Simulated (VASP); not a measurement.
Output of a VASP run:

OSZICAR:
```
       N       E                     dE             d eps       ncg     rms          rms(c)
DAV:   1     0.388657990988E+03    0.38866E+03   -0.21392E+04  1750   0.181E+03
DAV:   2     0.290994221856E+01   -0.38575E+03   -0.37841E+03  1901   0.456E+02
DAV:   3    -0.312271765266E+02   -0.34137E+02   -0.32463E+02  2596   0.113E+02
DAV:   4    -0.323172285372E+02   -0.10901E+01   -0.10855E+01  2067   0.211E+01
DAV:   5    -0.323521346015E+02   -0.34906E-01   -0.34878E-01  2603   0.380E+00    0.241E+01
DAV:   6    -0.304656375234E+02    0.18865E+01   -0.18448E+01  2499   0.317E+01    0.133E+01
DAV:   7    -0.303088479434E+02    0.15679E+00   -0.26686E+01  2414   0.317E+01    0.107E+01
DAV:   8    -0.294800960367E+02    0.82875E+00   -0.16899E+00  2418   0.105E+01    0.460E+00
DAV:   9    -0.293877049286E+02    0.92391E-01   -0.21722E+00  2578   0.814E+00    0.247E+00
DAV:  10    -0.293256592412E+02    0.62046E-01   -0.39253E-01  2436   0.442E+00    0.371E-01
DAV:  11    -0.293270787757E+02   -0.14195E-02   -0.54361E-03  2188   0.626E-01    0.446E-01
DAV:  12    -0.293254502768E+02    0.16285E-02   -0.10573E-02  2411   0.638E-01    0.818E-02
DAV:  13    -0.293254300383E+02    0.20238E-04   -0.21412E-04  2032   0.105E-01    0.329E-02
DAV:  14    -0.293254511947E+02   -0.21156E-04   -0.18127E-04  2456   0.101E-01    0.568E-02
DAV:  15    -0.293254245035E+02    0.26691E-04   -0.90415E-05  2469   0.668E-02    0.127E-02
DAV:  16    -0.293254236334E+02    0.87016E-06   -0.89543E-06  2680   0.188E-02    0.353E-03
DAV:  17    -0.293254236159E+02    0.17422E-07   -0.29339E-07  1676   0.419E-03
   1 F= -.29325424E+02 E0= -.29325392E+02  d E =-.944663E-04
```

**OUTCAR**
```
------------------------ aborting loop because EDIFF is reached ----------------------------------------
  FORCE on cell =-STRESS in cart. coord.  units (eV):
  Direction    XX          YY          ZZ          XY          YZ          ZX
  --------------------------------------------------------------------------------------
  Total        6.0896654      6.0896654      6.0896654     -0.0000000      0.0000000      0.0000000
  in kB      167.5668699    167.5668699    167.5668699     -0.0000000      0.0000000      0.0000000
  external PRESSURE =     167.5668699 kB  Pullay stress =       0.0000000 kB
  volume of cell :       58.23
      direct lattice vectors                 reciprocal lattice vectors
     3.875894543  0.000000000  0.000000000     0.258004956  0.000000000  0.000000000
     0.000000000  3.875894543  0.000000000     0.000000000  0.258004956  0.000000000
     0.000000000  0.000000000  3.875894543     0.000000000  0.000000000  0.258004956
 POSITION                                       TOTAL-FORCE (eV/Angst)
 -----------------------------------------------------------------------------------
      0.00000      0.00000      0.00000         0.000000      0.000000      0.000000
      0.00000      1.93795      1.93795         0.000000      0.000000      0.000000
      1.93795      0.00000      1.93795         0.000000      0.000000      0.000000
      1.93795      1.93795      0.00000         0.000000      0.000000      0.000000
 -----------------------------------------------------------------------------------
    total drift:                                0.000000      0.000000     -0.000000
  FREE ENERGIE OF THE ION-ELECTRON SYSTEM (eV)
  ---------------------------------------------------
  free  energy   TOTEN  =       -29.3254236159 eV

  energy  without entropy=      -29.3253291496  energy(sigma->0) =      -29.32539213
```
(Selected blocks of OUTCAR.)

POSCAR:
```
Pt3Ti
1
    3.8758945435     0.0000000000     0.0000000000
    0.0000000000     3.8758945435     0.0000000000
    0.0000000000     0.0000000000     3.8758945435
Ti Pt
1 3
Direct
  0.0000000000   0.0000000000   0.0000000000
  0.0000000000   0.5000000000   0.5000000000
  0.5000000000   0.0000000000   0.5000000000
  0.5000000000   0.5000000000   0.0000000000
```

Q: Reconstruct the remaining input files.

A: One answer among several that fit: the input of the run itself, PW91 GGA, plane waves, VASP's PBE PAW potentials (set 64).

### INCAR
```
ISMEAR=1   # Methfessel-Paxton
LASPH=T   # aspherical one-centre terms
NELM=100   # most electronic steps
LMAXMIX=6   # l cut-off of mixed one-centre charges
LCHARG=F
SIGMA=0.1   # width (eV)
ISIF=2
LREAL=F
ENCUT=520
ALGO=Normal
SYSTEM=Pt3Ti
PREC=Accurate
LWAVE=F
GGA=91
EDIFF=1E-7
```

File KPOINTS:
```
kpoints
0
G
 8 8 8
```

POTCAR, in this order: Ti_sv Pt (PBE.64 set). Program: vasp_std.

The compound is Pt3Ti in the L1_2 structure. This cell is one point of a volume scan, at 0.94 of the reference volume.
